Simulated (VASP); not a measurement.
Computed with PBEsol GGA, VASP's PBE PAW potentials (set 64) (plane waves; VASP 6.6.1).

The input files of a VASP run:

**INCAR**
```
ALGO = Normal
EDIFF = 1E-8
EDIFFG = -0.001
ENCUT = 520
GGA = PS
IBRION = 1
ISIF = 2
ISMEAR = 0
LASPH = .TRUE.
LCHARG = .FALSE.
LMAXMIX = 4
LREAL = .FALSE.
LWAVE = .FALSE.
NELM = 100
NSW = 30
PREC = Accurate
SIGMA = 0.05
SYSTEM = PbO2
```

**POSCAR**
```
PbO2
1
    4.9936779022     0.0000000000     0.0000000000
    0.0000000000     4.9936779022     0.0000000000
    0.0000000000     0.0000000000     3.4168354417
Pb O
2 4
Direct
  0.0000000000   0.0000000000   0.0000000000
  0.5000000000   0.5000000000   0.5000000000
  0.3074101816   0.3074101816   0.0000000000
  0.8074101816   0.1925898184   0.5000000000
  0.1925898184   0.8074101816   0.5000000000
  0.6925898184   0.6925898184   0.0000000000
```

KPOINTS:
```
Automatic mesh
0
Gamma
4 4 6
0 0 0
```

POTCAR, in this order: Pb_d O (PBE.64 set). Program: vasp_std.

Estimate the energy per atom (σ→0).

```yaml
energy per atom (σ→0): -5.679 eV/atom
```

File OSZICAR:
```
...
       N       E                     dE             d eps       ncg     rms          rms(c)
DAV:   1    -0.340738294947E+02    0.21467E-05   -0.20208E-03  1686   0.265E-01    0.683E-03
DAV:   2    -0.340738347648E+02   -0.52701E-05   -0.55336E-05  1869   0.513E-02    0.374E-03
DAV:   3    -0.340738346309E+02    0.13393E-06   -0.94597E-07  1890   0.760E-03    0.246E-03
DAV:   4    -0.340738345249E+02    0.10596E-06   -0.43631E-07  1953   0.603E-03    0.372E-04
DAV:   5    -0.340738345280E+02   -0.31168E-08   -0.12455E-07  1650   0.247E-03    0.263E-04
DAV:   6    -0.340738345298E+02   -0.17581E-08   -0.19064E-09   905   0.446E-04
   3 F= -.34073835E+02 E0= -.34073817E+02  d E =-.288399E-05
```

The compound is PbO2 in the rutile structure. This run relaxes the ions in a fixed cell. Symmetry was kept, so distortions that lower it aren't found. The start is the result of an earlier pass.
